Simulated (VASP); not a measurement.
An input for Ansatz (written as the equivalent of a VASP run, and not itself run):

Ansatz 0.2 input:
```yaml
crystal:
  lattice:
    - [-2.0389170, 2.0389170, 4.5415720]
    - [2.0389170, -2.0389170, 4.5415720]
    - [2.0389170, 2.0389170, -4.5415720]
  atoms:
    - { symbol: Sn, position: [0.5000000, 0.5000000, 0.0000000] }
    - { symbol: Sn, position: [0.7500000, 0.2500000, 0.5000000] }
    - { symbol: Sn, position: [0.2500000, 0.7500000, 0.5000000] }
    - { symbol: Pt, position: [0.0000000, 0.0000000, 0.0000000] }
kpoints:
  mp_grid: { grid: [5, 5, 5] }
hamiltonian:
  xc: pbe
  pseudopotentials: { kind: paw }
scf:
  occupations: { method: fermi_dirac, width: 0.1 }
  max_iter: 100
output: { forces: true, stress: true, eigenvalues: true }
```

Q: Translate this input to VASP (INCAR, KPOINTS, POSCAR, choice of POTCAR).

A: One answer among several that fit: 
**POSCAR**
```
Sn3Pt
1
   -2.0389170000     2.0389170000     4.5415720000
    2.0389170000    -2.0389170000     4.5415720000
    2.0389170000     2.0389170000    -4.5415720000
Sn Pt
3 1
Direct
  0.5000000000   0.5000000000   0.0000000000
  0.7500000000   0.2500000000   0.5000000000
  0.2500000000   0.7500000000   0.5000000000
  0.0000000000   0.0000000000   0.0000000000
```

File KPOINTS:
```
Regular mesh
0
G
 5 5 5
0 0 0
```

**INCAR**
```
! general
SYSTEM  = Sn3Pt
PREC    = Accurate
ENCUT   = 300
LREAL   = .FALSE.
LASPH   = .TRUE.   ! aspherical one-centre terms

! electronic loop
EDIFF   = 1E-6   ! SCF stop (eV)
NELM    = 100
ALGO    = Normal
LMAXMIX = 6

! smearing
ISMEAR  = -1
SIGMA   = 0.1

! functional
GGA     = PE   ! PBE

! ions
ISIF    = 2   ! forces and stress, cell fixed

! output
LWAVE   = .FALSE.
LCHARG  = .FALSE.
```

POTCAR, in this order: Sn_d Pt (PBE.64 set). Program: vasp_std.

What does not carry over: each code has its own PAW files, so the cut-off isn't converted (ENCUT is set for VASP's; basis.ecutwfc is left out, and Ansatz then takes the one that its files recommend); Ansatz stops its SCF on the density residual and VASP on the energy change (EDIFF).

The structure was generated: Sn3Pt was put into an ordered model structure, which need not be its known phase. The cell was not relaxed at this level. The k-mesh is coarse (spacing up to 0.44 per Å, 2π included), so the numbers may not be converged in it.
